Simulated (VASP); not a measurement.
A convergence study with VASP on EuS (rock salt): one setting is varied, all else stays as given below, so the limit is that of these other settings. Each run relaxes cell and ions from the cell shown.

```xyz
2
Lattice="0.0000 2.9850 2.9850 2.9850 0.0000 2.9850 2.9850 2.9850 0.0000" Properties=species:S:1:pos:R:3 pbc="T T T"
Eu     0.0000     0.0000     0.0000
S      2.9850     2.9850     2.9850
```

All values below come from PBE GGA, VASP's PBE PAW potentials (set 64) (plane waves; VASP). The tightest run used: 550 eV cut-off, 12×12×12 Γ-centred mesh, Gaussian smearing of 0.050 eV, potentials Eu_2 S.

The 4f electrons are frozen in the core of the lanthanide potential, so 4f levels, which can set the real gap, and their magnetism are missing. Gaps are read on the run's mesh, which can miss a band edge.

```tsv
setting	relaxed volume (Å³/atom)	E (eV/atom)	gap on the mesh (eV)	irreducible k-points
2×2×2 mesh	26.647	-5.0638	1.922	3
3×3×3 mesh	25.573	-5.2899	2.366	4
4×4×4 mesh	25.414	-5.3136	2.007	8
```

Q: These are the cheaper rows. Estimate the results at 12×12×12 mesh, and how far the last row shown lies from them.

A: 
```json
[
 {"quantity": "relaxed volume (Å³/atom)", "tightest run": "25.363", "last row shown is off by": "0.051"},
 {"quantity": "E (eV/atom)", "tightest run": "-5.3191", "last row shown is off by": "0.0055"},
 {"quantity": "gap on the mesh (eV)", "tightest run": "2.012", "last row shown is off by": "-0.004"}
]
```

Left out are rungs that failed or repeat a setting and relaxations that didn't move; long series are thinned to 24 rows.

The compound is EuS in the rock salt structure.
